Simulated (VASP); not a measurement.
Here is the system:

```
Ni
1.0
    0.00000     1.73712     1.73712
    1.73712     0.00000     1.73712
    1.73712     1.73712     0.00000
Ni
1
Cartesian
  0.00000   0.00000   0.00000
```
Starting moments (μB, in the order of the record's atoms Ni): 1.0.

Calculation: PBE GGA, VASP's PBE PAW potentials (set 64) (plane waves; VASP). Numerical set-up: 300 eV cut-off, 11×11×11 Γ-centred mesh, Fermi-Dirac smearing of 0.10 eV, potentials Ni.

At this cut-off the stress carries a Pulay error, which pulls relaxed volumes low. Energy and stress use the plane-wave basis of the starting cell.

Problem. The ions, cell shape and volume are relaxed. Predict the relaxed structure.

Solution. 
```
Ni
1.0
    0.00000     1.75718     1.75718
    1.75718     0.00000     1.75718
    1.75718     1.75718     0.00000
Ni
1
Direct
  0.00000   0.00000   0.00000
```
Space group Fm-3m (225), at a tolerance of 0.03 Å. The cell ends with 0.58 μB, on the sites 0.59 μB.

Problem. How do energy and volume change from the first to the last step?

Solution. The energy (σ→0) changes by -7.6 meV/atom and the volume by +3.5 %, in 3 ionic steps.

The structure is a typed Ni crystal (Fm-3m). This run relaxes it. Symmetry was kept, so distortions that lower it aren't found. The run is one of a series of settings (EDIFFG = -0.01, IBRION = 2, ISIF = 3, NSW = 50 against the base run), some of them coarse on purpose.
